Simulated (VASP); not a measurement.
A run of VASP 6.6.1 is set up as follows.

File INCAR:

```
SYSTEM = GaP
PREC = Accurate ; ENCUT = 600
EDIFF = 1E-7 ; ISMEAR = 0
SIGMA = 0.02 ; LREAL = .FALSE.
LASPH = .TRUE. ; NELM = 100
ALGO = Normal ; ISIF = 2
LWAVE = .FALSE. ; LCHARG = .FALSE.
GGA = PE ; NBANDS = 16
```

KPOINTS

```
regular mesh
0
G
  8 8 8
  0 0 0
```

The input POSCAR:

```
GaP
1.0
    0.0000000000      2.7252500000      2.7252500000
    2.7252500000      0.0000000000      2.7252500000
    2.7252500000      2.7252500000      0.0000000000
Ga P
1 1
Direct
    0.0000000000      0.0000000000      0.0000000000
    0.2500000000      0.2500000000      0.2500000000
```

Potentials or basis: VASP PAW PBE potentials, release 64 (Ga_d, P).

Command:

```sh
$ cat potpaw_PBE.64/Ga_d/POTCAR potpaw_PBE.64/P/POTCAR > POTCAR
$ mpirun -np 1 vasp_std > vasp.out
```

**Question.** Estimate the pressure.

**Answer.** 2.5 GPa.

**Question.** Estimate the band gap on the k mesh.

**Answer.** 1.64 eV, indirect (least direct gap 1.83 eV).

**Experimental background.**

From “Stacking defects in GaP nanowires: Electronic structure and optical properties”, 2018, arxiv:1810.01194, for a bulk crystal of GaP at 10 K: band gap 2.34 eV (indirect).

Against the measured gap of GaP, 2.34 eV (indirect; 10 K; quoted in “Stacking defects in GaP nanowires: Electronic structure and optical properties”, 2018, arxiv:1810.01194), the calculated 1.64 eV is off by -0.70 eV. Spin-orbit coupling on Ga is left out. The value is that of PBE on a finite k mesh, which can miss the band edges, without temperature or zero-point motion. Semilocal functionals fall short of measured gaps as a rule.
